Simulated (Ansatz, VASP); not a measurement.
# Cross-check of CrF6 between VASP and Ansatz, part 2 of 2

One calculation is typed for both programs; each brings its own data sets. How far apart do they land? The cell is taken from a series of runs on this material, whose earlier steps may have relaxed, scaled, displaced or heated it; both programs get it as it stands.

VASP 6.6.1 and Ansatz 0.2.0.

So far: The structure; Ansatz: dielectric response, PBEsol.

## 3. VASP: dielectric response, PBEsol

Level of this step: PBEsol, no spin polarisation; plane waves and PAW (Cr_pv, F) (VASP).

The same cell, functional and mesh now go to VASP, with its own data sets.

Lines of VASP's logs that name or quote its potential files are left out, and so is its time.

Input file INCAR:

```
SYSTEM = CrF6
PREC = Accurate
ENCUT = 520
EDIFF = 1E-08
NELM = 120
ISMEAR = 0
SIGMA = 0.01
LREAL = .FALSE.
ALGO = Normal
GGA = PS
NBANDS = 34
LASPH = .TRUE.
LORBIT = 11
LWAVE = .FALSE.
LCHARG = .FALSE.
ISIF = 2
LEPSILON = .TRUE.
GGA_COMPAT = .FALSE.
KPAR = 2
```

Input file POSCAR:

```
CrF6
1.0
    2.4024038718      1.3870285221      4.3692150558
   -2.4024038718      1.3870285221      4.3692150558
    0.0000000000     -2.7740570442      4.3692150558
Cr F
1 6
Direct
    0.0000000000      0.0000000000      0.0000000000
    0.3685987200      0.0818433000      0.7790041300
    0.0818433000      0.7790041300      0.3685987200
    0.2209958700      0.6314012800      0.9181567000
    0.9181567000      0.2209958700      0.6314012800
    0.6314012800      0.9181567000      0.2209958700
    0.7790041300      0.3685987200      0.0818433000
```

Input file KPOINTS:

```
Automatic mesh
0
Gamma
6 6 6
0 0 0
```

PAW data sets: Cr_pv and F (PBE family, release 64).

Command:

```bash
$ mpirun -np 2 vasp_std
```

Numbers of over 12 decimals in the logs are rounded to 6 here.

The program printed:

```text
[banner, memory and clock lines left out]
running    2 mpi-ranks, on    1 nodes
 distrk:  each k-point on    1 cores,    2 groups
 distr:  one band on    1 cores,    1 groups

 POSCAR found type information on POSCAR CrF
 POSCAR found :  2 types and       7 ions
|                                                                             |
|               ----> ADVICE to this user running VASP <----                  |
|                                                                             |
|     You enforced a specific xc type in the INCAR file but a different       |
|     [... a line on the potential file left out ...]
|     I HOPE YOU KNOW WHAT YOU ARE DOING!                                     |
|                                                                             |

 LDA part: xc-table for (Slater+PW92), standard interpolation
 POSCAR, INCAR and KPOINTS ok, starting setup
 FFT: planning ... GRIDC
 FFT: planning ... GRID_SOFT
 FFT: planning ... GRID
 WAVECAR not read
 entering main loop
       N       E                     dE             d eps       ncg     rms          rms(c)
DAV:   1     0.573345806068E+03    0.57335E+03   -0.31522E+04  2720   0.162E+03
DAV:   2    -0.135863503234E+02   -0.58693E+03   -0.56473E+03  3444   0.444E+02
DAV:   3    -0.525715524917E+02   -0.38985E+02   -0.38868E+02  2846   0.130E+02
DAV:   4    -0.531204378048E+02   -0.54889E+00   -0.54851E+00  3312   0.163E+01
DAV:   5    -0.531291680940E+02   -0.87303E-02   -0.87289E-02  2948   0.204E+00    0.451E+01
DAV:   6    -0.611311733333E+02   -0.80020E+01   -0.34039E+02  2910   0.109E+02    0.629E+02
DAV:   7    -0.548875973631E+02    0.62436E+01   -0.27331E+01  2878   0.280E+01    0.104E+03
DAV:   8    -0.370699377171E+02    0.17818E+02   -0.49361E+01  2758   0.854E+01    0.104E+01
DAV:   9    -0.360205622128E+02    0.10494E+01   -0.26548E+00  2774   0.169E+01    0.110E+01
DAV:  10    -0.361287597256E+02   -0.10820E+00   -0.34207E-01  2822   0.586E+00    0.716E+00
DAV:  11    -0.360271766078E+02    0.10158E+00   -0.25242E-01  2770   0.869E+00    0.787E+00
DAV:  12    -0.359895707927E+02    0.37606E-01   -0.31165E-02  2828   0.278E+00    0.599E+00
DAV:  13    -0.359912992409E+02   -0.17284E-02   -0.42677E-03  2822   0.589E-01    0.612E+00
DAV:  14    -0.359895241428E+02    0.17751E-02   -0.21155E-03  2766   0.619E-01    0.616E+00
[...]
DAV:  21    -0.359888122844E+02    0.13401E-03   -0.12340E-05  2810   0.490E-02    0.292E+00
DAV:  22    -0.359887421710E+02    0.70113E-04   -0.93638E-06  2816   0.384E-02    0.149E+00
DAV:  23    -0.359887161775E+02    0.25993E-04   -0.95757E-06  2872   0.300E-02    0.599E-01
DAV:  24    -0.359887098859E+02    0.62916E-05   -0.41746E-06  2976   0.171E-02    0.177E-01
DAV:  25    -0.359887088182E+02    0.10677E-05   -0.85631E-07  3100   0.682E-03    0.349E-02
DAV:  26    -0.359887086639E+02    0.15432E-06   -0.79380E-08  2956   0.204E-03    0.321E-03
DAV:  27    -0.359887086434E+02    0.20457E-07   -0.52987E-09  1518   0.563E-04    0.107E-03
DAV:  28    -0.359887086488E+02   -0.54297E-08   -0.13976E-08  1484   0.767E-04
   1 F= -.35988709E+02 E0= -.35988709E+02  d E =-.131850-124
 Linear response reoptimize wavefunctions to high precision
DAV:   1    -0.359887086485E+02    0.29104E-09   -0.13339E-09  1474   0.261E-04
DAV:   2    -0.359887086485E+02   -0.72760E-11   -0.17605E-10  1406   0.902E-05
 Linear response G [H, r] |phi>, progress :
  Direction:   1
       N       E                     dE             d eps       ncg     rms
RMM:   1    -0.226783642091E+03   -0.22678E+03   -0.42508E+03  5214   0.534E+02
RMM:   2    -0.221767970185E+03    0.50157E+01   -0.41180E+01  4440   0.413E+01
RMM:   3    -0.221560367853E+03    0.20760E+00   -0.15008E+00  4445   0.659E+00
RMM:   4    -0.221566272318E+03   -0.59045E-02   -0.82538E-02  4900   0.142E+00
RMM:   5    -0.221566628418E+03   -0.35610E-03   -0.35017E-03  4767   0.250E-01
RMM:   6    -0.221566646974E+03   -0.18556E-04   -0.30508E-04  5065   0.649E-02
RMM:   7    -0.221566645406E+03    0.15673E-05   -0.19667E-05  5077   0.148E-02
RMM:   8    -0.221566645327E+03    0.79721E-07   -0.48972E-06  5208   0.508E-03
RMM:   9    -0.221566645295E+03    0.31316E-07   -0.56609E-06  4979   0.253E-03
RMM:  10    -0.221566645380E+03   -0.84524E-07   -0.94437E-06  4555   0.190E-03
[...]
RMM:   1    -0.226485664267E+03   -0.22649E+03   -0.42447E+03  5180   0.535E+02
RMM:   2    -0.221968561477E+03    0.45171E+01   -0.41048E+01  4448   0.415E+01
RMM:   3    -0.221757396541E+03    0.21116E+00   -0.15279E+00  4452   0.664E+00
RMM:   4    -0.221760972598E+03   -0.35761E-02   -0.80874E-02  4843   0.141E+00
RMM:   5    -0.221761228737E+03   -0.25614E-03   -0.37825E-03  4773   0.257E-01
RMM:   6    -0.221761242920E+03   -0.14183E-04   -0.32213E-04  4980   0.657E-02
RMM:   7    -0.221761241089E+03    0.18310E-05   -0.20145E-05  5111   0.156E-02
RMM:   8    -0.221761241098E+03   -0.92723E-08   -0.65973E-06  5230   0.534E-03
RMM:   9    -0.221761241096E+03    0.21111E-08   -0.80235E-06  4902   0.263E-03
RMM:  10    -0.221761241098E+03   -0.17353E-08    0.17865E-05  4483   0.198E-03
RMM:  11    -0.221761241120E+03   -0.21966E-07   -0.40447E-05  4290   0.180E-03
RMM:  12    -0.221761241086E+03    0.34187E-07   -0.14017E-04  4123   0.177E-03
[...]
RMM:   3    -0.119597550440E+01   -0.11346E-01   -0.12115E-02  4217   0.387E-01
RMM:   4    -0.119611170605E+01   -0.13620E-03   -0.89974E-04  4781   0.924E-02
RMM:   5    -0.119612737628E+01   -0.15670E-04   -0.34547E-05  4692   0.177E-02
RMM:   6    -0.119612794900E+01   -0.57272E-06   -0.32532E-06  4929   0.454E-03
RMM:   7    -0.119612798301E+01   -0.34012E-07   -0.26143E-07  4613   0.102E-03
RMM:   8    -0.119612798359E+01   -0.57743E-09   -0.36104E-08  4140   0.304E-04
 change of polarisation eV/A/(eV/A) component  3 :    -0.144    -0.125     2.392
 dielectric tensor                  component  3 :    -0.298    -0.259     5.956
 Linear response to external field, progress :
  Direction:   1
       N       E                     dE             d eps       ncg     rms          rms(c)
RMM:   1    -0.115127754574E+01   -0.11513E+01   -0.63698E+00 15629   0.976E+00
RMM:   2    -0.116677627824E+01   -0.15499E-01   -0.32944E-02 11217   0.182E+00    0.569E+00
RMM:   3    -0.121854932961E+01   -0.51773E-01   -0.40826E+00 12566   0.100E+01    0.706E+00
RMM:   4    -0.629290686645E+00    0.58926E+00   -0.16745E+00 10310   0.562E+00    0.845E-01
RMM:   5    -0.615304858364E+00    0.13986E-01   -0.36865E-01 11880   0.313E+00    0.851E-01
RMM:   6    -0.589453057746E+00    0.25852E-01   -0.21824E-02 12121   0.810E-01    0.202E-01
RMM:   7    -0.588067902054E+00    0.13852E-02   -0.29077E-03 12015   0.313E-01    0.625E-02
RMM:   8    -0.589838779132E+00   -0.17709E-02   -0.25383E-04 12638   0.801E-02    0.498E-02
RMM:   9    -0.590242802229E+00   -0.40402E-03   -0.26416E-05 12270   0.328E-02    0.226E-02
RMM:  10    -0.591043415793E+00   -0.80061E-03   -0.42033E-05 12061   0.379E-02    0.130E-02
RMM:  11    -0.590971169626E+00    0.72246E-04    0.66697E-05 12514   0.159E-02    0.269E-03
RMM:  12    -0.590978805708E+00   -0.76361E-05   -0.25550E-04 12827   0.385E-03    0.285E-03
RMM:  13    -0.591004167647E+00   -0.25362E-04    0.80824E-05 12304   0.181E-03    0.139E-03
RMM:  14    -0.591024799007E+00   -0.20631E-04   -0.14520E-05 12533   0.221E-03    0.375E-04
RMM:  15    -0.591024117353E+00    0.68165E-06    0.84138E-07 12985   0.434E-04    0.359E-04
RMM:  16    -0.591018953747E+00    0.51636E-05   -0.18776E-06 11614   0.378E-04    0.603E-05
RMM:  17    -0.591018070855E+00    0.88289E-06    0.98528E-07  9431   0.143E-04    0.252E-05
RMM:  18    -0.591017647022E+00    0.42383E-06    0.17393E-07  4911   0.108E-04    0.529E-06
 change of polarisation eV/A/(eV/A) component  1 :     1.110    -0.000     0.000
 dielectric tensor                  component  1 :     3.299    -0.000     0.000
 Linear response to external field, progress :
  Direction:   2
       N       E                     dE             d eps       ncg     rms          rms(c)
RMM:   1    -0.115063047921E+01   -0.11506E+01   -0.63633E+00 15555   0.974E+00
RMM:   2    -0.116688299349E+01   -0.16253E-01   -0.32349E-02 11252   0.180E+00    0.570E+00
RMM:   3    -0.121835730338E+01   -0.51474E-01   -0.40806E+00 12587   0.100E+01    0.706E+00
RMM:   4    -0.621025292006E+00    0.59733E+00   -0.15906E+00 10253   0.561E+00    0.845E-01
RMM:   5    -0.615023172991E+00    0.60021E-02   -0.36659E-01 11847   0.313E+00    0.852E-01
RMM:   6    -0.588206011484E+00    0.26817E-01   -0.24471E-02 12075   0.892E-01    0.111E-01
RMM:   7    -0.589262569708E+00   -0.10566E-02   -0.21770E-03 12053   0.262E-01    0.661E-02
RMM:   8    -0.590005328903E+00   -0.74276E-03   -0.18074E-04 12750   0.629E-02    0.398E-02
RMM:   9    -0.590764345796E+00   -0.75902E-03   -0.12625E-04 12032   0.488E-02    0.140E-02
RMM:  10    -0.591056958661E+00   -0.29261E-03   -0.17992E-04 12403   0.191E-02    0.141E-02
RMM:  11    -0.590967628230E+00    0.89330E-04   -0.15614E-05 12373   0.182E-02    0.323E-03
RMM:  12    -0.590978137578E+00   -0.10509E-04   -0.18203E-04 13138   0.408E-03    0.311E-03
RMM:  13    -0.591000846854E+00   -0.22709E-04   -0.70487E-07 12435   0.193E-03    0.154E-03
RMM:  14    -0.591024211724E+00   -0.23365E-04   -0.16480E-05 12523   0.233E-03    0.339E-04
RMM:  15    -0.591020469558E+00    0.37422E-05   -0.87407E-06 12651   0.470E-04    0.154E-04
RMM:  16    -0.591018904813E+00    0.15647E-05   -0.51016E-07 10532   0.199E-04    0.632E-05
RMM:  17    -0.591018368330E+00    0.53648E-06   -0.92513E-07  5668   0.110E-04    0.391E-05
RMM:  18    -0.591017595339E+00    0.77299E-06   -0.20194E-07  8045   0.129E-04    0.629E-06
 change of polarisation eV/A/(eV/A) component  2 :     0.000     1.110     0.000
 dielectric tensor                  component  2 :     0.000     3.299     0.000
 Linear response to external field, progress :
  Direction:   3
       N       E                     dE             d eps       ncg     rms          rms(c)
RMM:   1    -0.115724275156E+01   -0.11572E+01   -0.63918E+00  5576   0.977E+00
RMM:   2    -0.118462986223E+01   -0.27387E-01   -0.22013E-02  3993   0.186E+00    0.583E+00
RMM:   3    -0.129456028733E+01   -0.10993E+00   -0.42585E+00  4386   0.103E+01    0.754E+00
RMM:   4    -0.740862735206E+00    0.55370E+00   -0.31051E+00  3644   0.595E+00    0.865E-01
RMM:   5    -0.596354363102E+00    0.14451E+00   -0.45226E-01  4189   0.345E+00    0.987E-01
RMM:   6    -0.563228532612E+00    0.33126E-01   -0.31360E-02  4281   0.103E+00    0.138E-01
RMM:   7    -0.563396405049E+00   -0.16787E-03   -0.25758E-03  4388   0.297E-01    0.122E-01
RMM:   8    -0.564307440323E+00   -0.91104E-03   -0.31252E-04  4552   0.110E-01    0.655E-02
RMM:   9    -0.565756736213E+00   -0.14493E-02   -0.33902E-04  4307   0.989E-02    0.172E-02
RMM:  10    -0.565716355420E+00    0.40381E-04   -0.33895E-05  4238   0.230E-02    0.272E-03
RMM:  11    -0.565680124870E+00    0.36231E-04   -0.28762E-06  4462   0.736E-03    0.467E-03
RMM:  12    -0.565734081228E+00   -0.53956E-04   -0.33267E-06  4283   0.604E-03    0.383E-04
RMM:  13    -0.565733834760E+00    0.24647E-06   -0.38468E-07  4697   0.150E-03    0.606E-04
RMM:  14    -0.565727470219E+00    0.63645E-05    0.17486E-06  4601   0.528E-04    0.262E-04
RMM:  15    -0.565723764306E+00    0.37059E-05    0.50901E-07  4264   0.361E-04    0.200E-05
RMM:  16    -0.565723683185E+00    0.81121E-07    0.34196E-07  2135   0.991E-05    0.163E-05
RMM:  17    -0.565723350946E+00    0.33224E-06    0.30930E-07  1271   0.848E-05    0.210E-06
 change of polarisation eV/A/(eV/A) component  3 :    -0.096    -0.098     1.066
 dielectric tensor                  component  3 :    -0.198    -0.202     3.208
 Born effective charges drift removed
```

From OUTCAR (step 3):

```text
ion  position               nearest neighbor table
   1  0.000  0.000  0.000-   4 1.74   7 1.74   5 1.74   3 1.74   6 1.74   2 1.74
   2  0.369  0.082  0.779-   1 1.74
   3  0.082  0.779  0.369-   1 1.74
   4  0.221  0.631  0.918-   1 1.74
   5  0.918  0.221  0.631-   1 1.74
   6  0.631  0.918  0.221-   1 1.74
   7  0.779  0.369  0.082-   1 1.74

  LATTYP: Found a trigonal (rhomboedric) cell.
 ALAT       =     5.1754644901
 COS(alpha) =     0.5690534903

 Subroutine GETGRP returns: Found  6 space group operations
 (whereof  6 operations were pure point group operations)

The static configuration has the point symmetry S_6 .

 Found     40 irreducible k-points:

   k-points           NKPTS =     40   k-points in BZ     NKDIM =     40   number of bands    NBANDS=     34

   dimension x,y,z NGX =    40 NGY =   40 NGZ =   40
   dimension x,y,z NGXF=    80 NGYF=   80 NGZF=   80

   ENCUT  =  520.0 eV  38.22 Ry    6.18 a.u.   9.62  9.62  9.62*2*pi/ulx,y,z

   NELECT =      54.0000    total number of electrons

 k-points in reciprocal lattice and weights: Automatic mesh
   0.00000000  0.00000000  0.00000000       0.005
   0.16666667 -0.00000000  0.00000000       0.028
   0.33333333 -0.00000000  0.00000000       0.028
   0.50000000  0.00000000  0.00000000       0.014
   0.16666667  0.16666667  0.00000000       0.028
   0.33333333  0.16666667  0.00000000       0.028
  -0.33333333  0.00000000 -0.16666667       0.028
   0.50000000  0.16666667 -0.00000000       0.028
   0.50000000  0.00000000 -0.16666667       0.028
[...]
-0.33333333  0.50000000  0.33333333       0.028
   0.50000000  0.50000000  0.50000000       0.005

 average (electrostatic) potential at core
       1 -80.9630       2 -80.0217       3 -80.0217       4 -80.0217       5 -80.0217
       6 -80.0217       7 -80.0217

  Total        0.4728750      0.4728750      0.4268021      0.0000000      0.0000000      0.0000000
  in kB        8.6730294      8.6730294      7.8280045      0.0000002      0.0000000      0.0000000
  external PRESSURE =       8.3913544 kB  Pullay stress =       0.0000000 kB

  energy-cutoff  :      520.00
  volume of cell :       87.35
      direct lattice vectors                 reciprocal lattice vectors
     2.402403872  1.387028522  4.369215056     0.208124873  0.120160951  0.076291354
    -2.402403872  1.387028522  4.369215056    -0.208124873  0.120160951  0.076291354
     0.000000000 -2.774057044  4.369215056     0.000000000 -0.240321903  0.076291354

 POSITION                                       TOTAL-FORCE (eV/Angst)
 -----------------------------------------------------------------------------------
      0.00000      0.00000      0.00000        -0.000000      0.000000      0.000000
      0.68890     -1.53623      5.37171        -0.008266     -0.019676     -0.022137
     -1.67486      0.17151      5.37171        -0.012907      0.016997     -0.022137
     -0.98596     -1.36472      7.73593        -0.021173     -0.002679      0.022137
      1.67486     -0.17151      7.73593         0.012907     -0.016997      0.022137
     -0.68890      1.53623      7.73593         0.008266      0.019676      0.022137
      0.98596      1.36472      5.37171         0.021173      0.002679     -0.022137
 -----------------------------------------------------------------------------------
    total drift:                               -0.000000      0.000000      0.000000

 MACROSCOPIC STATIC DIELECTRIC TENSOR (including local field effects in DFT)
 ------------------------------------------------------
           3.299368     0.000000     0.000000
          -0.000000     3.299368     0.000000
           0.000000     0.000000     3.208154
 ------------------------------------------------------

 PIEZOELECTRIC TENSOR (including local field effects)  for field in x, y, z        (C/m^2)
          XX          YY          ZZ          XY          YZ          ZX
  --------------------------------------------------------------------------------
  x     0.00000     0.00000     0.00000     0.00000     0.00000     0.00000
  y     0.00000     0.00000     0.00000     0.00000     0.00000     0.00000
  z     0.00000     0.00000     0.00000     0.00000     0.00000     0.00000

 BORN EFFECTIVE CHARGES (including local field effects) (in |e|, cummulative output)
 ---------------------------------------------------------------------------------
 ion    1
    1     4.77512     0.03944     0.00000
    2    -0.03944     4.77512     0.00000
    3     0.00000     0.00000     4.35989
 ion    2
    1    -0.58557    -0.39680    -0.29688
    2    -0.38365    -1.00614    -0.50092
    3    -0.27109    -0.46467    -0.72665
 ion    3
    1    -0.56305     0.37065    -0.28537
    2     0.38380    -1.02866     0.50757
    3    -0.26687     0.46711    -0.72665
 ion    4
    1    -1.23894     0.00643     0.58225
    2     0.01957    -0.35276    -0.00665
    3     0.53797    -0.00244    -0.72665
 ion    5
    1    -0.56305     0.37065    -0.28537
    2     0.38380    -1.02866     0.50757
    3    -0.26687     0.46711    -0.72665
 ion    6
    1    -0.58557    -0.39680    -0.29688
    2    -0.38365    -1.00614    -0.50092
    3    -0.27109    -0.46467    -0.72665
 ion    7
    1    -1.23894     0.00643     0.58225
    2     0.01957    -0.35276    -0.00665
    3     0.53797    -0.00244    -0.72665
```

This run has no spin polarisation, so a moment on Cr, if there is one, isn't seen. Energies printed during the response cycles are not total energies of the cell. The dielectric response converges more slowly with the mesh than energies do, so tensor and charges may still move on a finer one.

## 4. Differences

Known differences besides the potentials themselves: fixed occupations in Ansatz, narrow Gaussian smearing in VASP; VASP's response is taken on the typed mesh, Ansatz refines its own for the field response alone; the data sets hold 56 valence electrons in Ansatz (on its default PAW (the set named soft_2) files) and 54 in VASP; the cutoff is 420 eV in Ansatz and 520 eV in VASP; Ansatz makes its cores anew for this functional, VASP keeps those of its PBE data sets. Total energies have different zeros and are not compared.

Both answers:

```
quantity  Ansatz  VASP  difference
   ε∞ xx    3.26  3.30     -1.16 %
   ε∞ yy    3.26  3.30     -1.16 %
   ε∞ zz    3.17  3.21     -1.15 %
```

## 5. Summary of results

| Item | Value |
| --- | --- |
| difference in ε∞ xx (dielectric response, PBEsol) | -1.2 % |

**Reading.** The difference in ε∞ xx is -1.2 % (dielectric response, PBEsol), within the 5 % picked in this series as the mark of a large difference. The data sets hold unlike numbers of valence electrons (56 in Ansatz and 54 in VASP), so part of the differences comes from the potentials. Such differences can come from data sets, numerical settings and the points named under the comparisons, not from the functional's error against experiment.

[Lines on the potential files, build, host, timing and source positions are cut from VASP's logs without a mark.]

[Logs are printed without paths, hosts, clocks, repeated set-up lines and the standing remarks that a program may print on its own settings, such as how far it seeks lower states.]

[Hosts, paths, dates, database ids (printed as entryN), source tags and the programs' standing remarks are cut or masked in the printed files.]
